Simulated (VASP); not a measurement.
The input files of a VASP run:

**INCAR**
```
ALGO=Normal   ! blocked Davidson
EDIFFG=-0.01   ! ionic stop
ENCUT=400   ! plane-wave cut-off (eV)
IBRION=2   ! conjugate gradients
LWAVE=.False.
LCHARG=.False.
PREC=Accurate
ISMEAR=1
NSW=50   ! most ionic steps
GGA=PE   ! PBE
ISIF=3
LMAXMIX=4   ! l cut-off of mixed one-centre charges
NELM=100   ! most electronic steps
LREAL=.False.
SYSTEM=AlCr2C
LASPH=.True.   ! aspherical one-centre terms
SIGMA=0.1   ! width (eV)
EDIFF=1E-6   ! SCF stop (eV)
```

**KPOINTS**
```
Regular mesh
0
G
 9 9 2
```

**POSCAR**
```
AlCr2C
1.0
  2.8256650000   0.0000000000   0.0000000000
 -1.4128330000   2.4470970000   0.0000000000
  0.0000000000   0.0000000000  12.6038900000
Al Cr C
2 4 2
Cart
  1.4128337462   0.8156981843   3.1509725000
 -0.0000017462   1.6313988157   9.4529175000
 -0.0000017462   1.6313988157   5.2298581166
  1.4128337462   0.8156981843   7.3740318834
  1.4128337462   0.8156981843  11.5318031166
 -0.0000017462   1.6313988157   1.0720868834
  0.0000000000   0.0000000000   6.3019450000
  0.0000000000   0.0000000000   0.0000000000
```

POTCAR, in this order: Al Cr_pv C (PBE.64 set). Program: vasp_std.

Question: Write an equivalent input for Ansatz.

Answer: One equivalent input (not run):
Ansatz 0.2 input:
```yaml
crystal:
  lattice:
    - [2.8256650, 0.0000000, 0.0000000]
    - [-1.4128330, 2.4470970, 0.0000000]
    - [0.0000000, 0.0000000, 12.6038900]
  atoms:
    - { symbol: Al, position: [0.6666670, 0.3333330, 0.2500000] }
    - { symbol: Al, position: [0.3333330, 0.6666670, 0.7500000] }
    - { symbol: Cr, position: [0.3333330, 0.6666670, 0.4149400] }
    - { symbol: Cr, position: [0.6666670, 0.3333330, 0.5850600] }
    - { symbol: Cr, position: [0.6666670, 0.3333330, 0.9149400] }
    - { symbol: Cr, position: [0.3333330, 0.6666670, 0.0850600] }
    - { symbol: C, position: [0.0000000, 0.0000000, 0.5000000] }
    - { symbol: C, position: [0.0000000, 0.0000000, 0.0000000] }
kpoints:
  mp_grid: { grid: [9, 9, 2] }
hamiltonian:
  xc: pbe
  pseudopotentials: { kind: paw }
scf:
  occupations: { method: methfessel_paxton, width: 0.1 }
  max_iter: 100
relax:
  max_steps: 50
  f_tol: 0.01
  cell: {}
output: { forces: true, stress: true, eigenvalues: true }
```
Limits of the translation: each code has its own PAW files, so the cut-off isn't converted (ENCUT is set for VASP's; basis.ecutwfc is left out, and Ansatz then takes the one that its files recommend); Ansatz stops its SCF on the density residual and VASP on the energy change (EDIFF).

The structure comes from a computed database's AlCr2C entry; how it stands against other phases isn't given here. This run relaxes it. Symmetry was kept, so distortions that lower it aren't found. The run is one of a series of settings (EDIFFG = -0.01, IBRION = 2, ISIF = 3, NSW = 50 against the base run), some of them coarse on purpose.
